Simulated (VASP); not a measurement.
```xyz
2
Lattice="0.0000 2.6055 2.6055 2.6055 0.0000 2.6055 2.6055 2.6055 0.0000" Properties=species:S:1:pos:R:3 pbc="T T T"
Sr     0.0000     0.0000     0.0000
O      2.6055     2.6055     2.6055
```

All values below come from PBE GGA with D3 dispersion (Becke-Johnson damping), VASP's PBE PAW potentials (set 64) (plane waves; VASP 6.6.1). Run with 520 eV cut-off, 9×9×9 Γ-centred mesh, Gaussian smearing of 0.050 eV, potentials Sr_sv O.

### Question
Give the stress tensor in GPa (positive for a compressed cell).

### Answer

```
-2.49   0.00   0.00
 0.00  -2.49   0.00
 0.00   0.00  -2.49
```
The pressure is its mean diagonal, -2.49 GPa.

The compound is SrO in the rock salt structure. This cell is one point of a volume scan, at 1.03 of the reference volume.
